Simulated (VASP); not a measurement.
Consider the following.

```
HgTe
1.0
    0.00000     3.20355     3.20355
    3.20355     0.00000     3.20355
    3.20355     3.20355     0.00000
Hg Te
1 1
Direct
  0.00000   0.00000   0.00000
  0.25000   0.25000   0.25000
```

The numbers are results of r2SCAN+rVV10, VASP's PBE PAW potentials (set 64) (plane waves; VASP 6.6.1), not measurements. Numerical set-up: 520 eV cut-off, 10×10×10 Γ-centred mesh, first-order Methfessel-Paxton smearing of 0.10 eV, potentials Hg Te.

### Question
The job: HgTe (zinc blende), 2 atoms, r2SCAN+rVV10, static run, 520 eV, 10×10×10 Γ-centred mesh. Roughly how much core time does it take on a busy server core?

### Answer
About 3 core-minutes (one run on a shared machine, a rough figure). It had 47 irreducible k-points, 13 bands, up to 1807 plane waves and 21 electronic steps.

The compound is HgTe in the zinc blende structure. This cell is one point of a volume scan, at 0.94 of the reference volume.
